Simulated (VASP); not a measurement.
Output of a VASP run:

**OSZICAR**
```
...
DAV:   5    -0.824154795992E+02    0.36215E-05   -0.55027E-05   454   0.683E-02    0.605E-03
DAV:   6    -0.824154915159E+02   -0.11917E-04   -0.32514E-05   448   0.546E-02    0.672E-03
DAV:   7    -0.824154930815E+02   -0.15655E-05   -0.54625E-06   448   0.218E-02    0.475E-03
DAV:   8    -0.824154870279E+02    0.60536E-05   -0.15299E-05   448   0.395E-02    0.166E-03
DAV:   9    -0.824154941257E+02   -0.70978E-05   -0.51177E-06   448   0.217E-02    0.808E-04
DAV:  10    -0.824154937712E+02    0.35450E-06   -0.91161E-08   260   0.337E-03    0.544E-04
DAV:  11    -0.824154940460E+02   -0.27484E-06   -0.39366E-08   224   0.338E-03    0.468E-04
DAV:  12    -0.824154938945E+02    0.15155E-06   -0.76747E-09   224   0.166E-03    0.228E-04
DAV:  13    -0.824154939429E+02   -0.48365E-07   -0.16132E-09   224   0.641E-04
   5 F= -.78724616E+02 E0= -.78724616E+02  d E =-.373895E+00
       N       E                     dE             d eps       ncg     rms          rms(c)
DAV:   1    -0.824371006740E+02   -0.21607E-01   -0.13216E-01   550   0.703E+00    0.361E-01
DAV:   2    -0.824337566409E+02    0.33440E-02   -0.73356E-03   544   0.168E+00    0.132E-01
DAV:   3    -0.824332315579E+02    0.52508E-03   -0.22357E-03   556   0.912E-01    0.239E-02
DAV:   4    -0.824332620681E+02   -0.30510E-04   -0.12390E-04   448   0.131E-01    0.129E-02
DAV:   5    -0.824332324184E+02    0.29650E-04   -0.11558E-04   454   0.983E-02    0.866E-03
DAV:   6    -0.824332669054E+02   -0.34487E-04   -0.71061E-05   448   0.808E-02    0.956E-03
DAV:   7    -0.824332645022E+02    0.24032E-05   -0.11955E-05   448   0.321E-02    0.678E-03
DAV:   8    -0.824332584537E+02    0.60485E-05   -0.32218E-05   448   0.571E-02    0.240E-03
DAV:   9    -0.824332684846E+02   -0.10031E-04   -0.10666E-05   448   0.311E-02    0.115E-03
DAV:  10    -0.824332690285E+02   -0.54396E-06   -0.21015E-07   422   0.480E-03    0.943E-04
DAV:  11    -0.824332687225E+02    0.30600E-06   -0.56270E-08   224   0.371E-03    0.713E-04
DAV:  12    -0.824332688983E+02   -0.17576E-06   -0.63638E-09   224   0.146E-03    0.413E-04
DAV:  13    -0.824332688400E+02    0.58218E-07   -0.26985E-09   224   0.658E-04
   6 F= -.78724604E+02 E0= -.78724604E+02  d E =0.125513E-04
       N       E                     dE             d eps       ncg     rms          rms(c)
DAV:   1    -0.824250946695E+02    0.81742E-02   -0.35994E-02   550   0.364E+00    0.190E-01
DAV:   2    -0.824241717933E+02    0.92288E-03   -0.20223E-03   544   0.888E-01    0.690E-02
DAV:   3    -0.824240354432E+02    0.13635E-03   -0.60533E-04   556   0.476E-01    0.124E-02
DAV:   4    -0.824240423140E+02   -0.68708E-05   -0.34439E-05   448   0.694E-02    0.668E-03
DAV:   5    -0.824240411171E+02    0.11969E-05   -0.31777E-05   454   0.519E-02    0.458E-03
DAV:   6    -0.824240477050E+02   -0.65880E-05   -0.18732E-05   448   0.415E-02    0.505E-03
DAV:   7    -0.824240488796E+02   -0.11746E-05   -0.31596E-06   448   0.166E-02    0.357E-03
DAV:   8    -0.824240450105E+02    0.38691E-05   -0.88857E-06   448   0.301E-02    0.126E-03
DAV:   9    -0.824240494084E+02   -0.43979E-05   -0.29425E-06   448   0.165E-02    0.613E-04
DAV:  10    -0.824240491331E+02    0.27529E-06   -0.52707E-08   254   0.256E-03    0.409E-04
DAV:  11    -0.824240493439E+02   -0.21080E-06   -0.22542E-08   224   0.259E-03    0.354E-04
DAV:  12    -0.824240492241E+02    0.11977E-06   -0.45824E-09   224   0.130E-03    0.172E-04
DAV:  13    -0.824240492610E+02   -0.36950E-07   -0.89617E-10   224   0.485E-04
   7 F= -.78724700E+02 E0= -.78724700E+02  d E =-.834178E-04
```

**OUTCAR**
```
------------------------ aborting loop because EDIFF is reached ----------------------------------------
  FORCE on cell =-STRESS in cart. coord.  units (eV):
  Direction    XX          YY          ZZ          XY          YZ          ZX
  --------------------------------------------------------------------------------------
  Total        3.7018379      3.7018379      3.7018379      0.0000000      0.0000000      0.0000000
  in kB      100.0672667    100.0672667    100.0672667      0.0000000      0.0000000      0.0000000
  external PRESSURE =       0.0672667 kB  Pullay stress =     100.0000000 kB
  volume of cell :       59.27
      direct lattice vectors                 reciprocal lattice vectors
    -0.000000000  3.094581908  3.094581908    -0.161572715  0.161572715  0.161572715
     3.094581908  0.000000000  3.094581908     0.161572715 -0.161572715  0.161572715
     3.094581908  3.094581908  0.000000000     0.161572715  0.161572715 -0.161572715
  FREE ENERGIE OF THE ION-ELECTRON SYSTEM (eV)
  ---------------------------------------------------
  free  energy   TOTEN  =       -82.4240492610 eV

  energy  without entropy=      -82.4240492610  energy(sigma->0) =      -82.42404926
  enthalpy is  TOTEN    =       -78.7246997947 eV   P V=        3.6993494664

 reached required accuracy - stopping structural energy minimisation
```
(Selected blocks of OUTCAR.)

**POSCAR**
```
PbTe
1
    0.0000000000     3.2676777139     3.2676777139
    3.2676777139     0.0000000000     3.2676777139
    3.2676777139     3.2676777139     0.0000000000
Te Pb
1 1
Direct
  0.5000000000   0.5000000000   0.5000000000
  0.0000000000   1.0000000000   0.0000000000
```

**Question.** Write an INCAR and KPOINTS that could have produced this output.

**Answer.** This is not unique; one that fits is the input of the run itself, r2SCAN meta-GGA, plane waves, VASP's PBE PAW potentials (set 64).

### INCAR
```
ALGO = Normal
EDIFF = 1E-7
EDIFFG = -0.01
ENCUT = 480
IBRION = 2
ISIF = 3
ISMEAR = 0
LASPH = T
LCHARG = F
LMAXMIX = 4
LMIXTAU = T
LREAL = F
LWAVE = F
METAGGA = R2SCAN
NELM = 100
NSW = 40
PREC = Accurate
PSTRESS = 100
SIGMA = 0.05
SYSTEM = PbTe
```

KPOINTS:
```
K-points
0
Gamma
 6 6 6
```

POTCAR, in this order: Te Pb_d (PBE.64 set). Program: vasp_std.

Energy and stress use the plane-wave basis of the starting cell.

The compound is PbTe in the rock salt structure. This run relaxes it under an external pressure of 10 GPa. Symmetry was kept, so distortions that lower it aren't found.
